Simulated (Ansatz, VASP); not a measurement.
# One calculation of Si, two programs

File INCAR:

```
SYSTEM = Si
  PREC = Accurate
  ENCUT = 520
  EDIFF = 1E-7
  ISMEAR = 0
  SIGMA = 0.05
  LREAL = .FALSE.
  LASPH = .TRUE.
  NELM = 100
  ALGO = Normal
  ISIF = 2
  LWAVE = .FALSE.
  LCHARG = .FALSE.
  NBANDS = 11
```

KPOINTS

```
Automatic mesh
0
G
  12 12 12
  0 0 0
```

The input POSCAR:

```
Si
1.0
    0.0000000000      2.7510009842      2.8530631207
    2.7510009842      0.0000000000      2.8530631207
    2.7510009842      2.7510009842      0.0000000000
Si
2
Direct
    0.5000000000      0.5000000000      0.5000000000
    0.7500000000      0.7500000000      0.7500000000
```

Input for Ansatz:

```yaml
crystal:
  lattice:
    - [0.0, 2.7510009842, 2.8530631207]
    - [2.7510009842, 0.0, 2.8530631207]
    - [2.7510009842, 2.7510009842, 0.0]
  atoms:
    - { symbol: Si, position: [0.5, 0.5, 0.5] }
    - { symbol: Si, position: [0.75, 0.75, 0.75] }
basis:
  ecutwfc: 420
kpoints:
  mp_grid: { grid: [12, 12, 12] }
hamiltonian:
  xc: lda
  pseudopotentials: { kind: paw, azcp: { folder: soft_1 } }
scf:
  occupations: { method: gaussian, width: 0.05 }
output:
  forces: true
  stress: true
  eigenvalues: true
```

Alike in both runs: task single point; functional LDA; k mesh 12 × 12 × 12; occupations gaussian, width 0.05 eV; no spin polarisation.

|  | VASP | Ansatz |
| --- | --- | --- |
| version | VASP 6.6.1 | Ansatz 0.2.0 |
| potentials or method | VASP PAW LDA potentials, release 64 (Si) | scalar-relativistic, plane waves, PAW |
| plane-wave cutoff (eV) | 520 | 420 |
| valence electrons in the cell | 8 | 8 |

Ansatz gave:

```
gap on the k mesh at the Fermi level (eV)       : 0.40
least direct gap on the mesh (eV)               : 2.08
pressure (GPa)                                  : -7.3
largest component of the traceless stress (GPa) : 2.42
```

Task: Estimate VASP's values.

Result: gap on the k mesh at the Fermi level (eV): 0.40; least direct gap on the mesh (eV): 2.08; pressure (GPa): -7.2; largest component of the traceless stress (GPa): 2.42.

Ansatz warned: «pseudo_functional_mismatch».
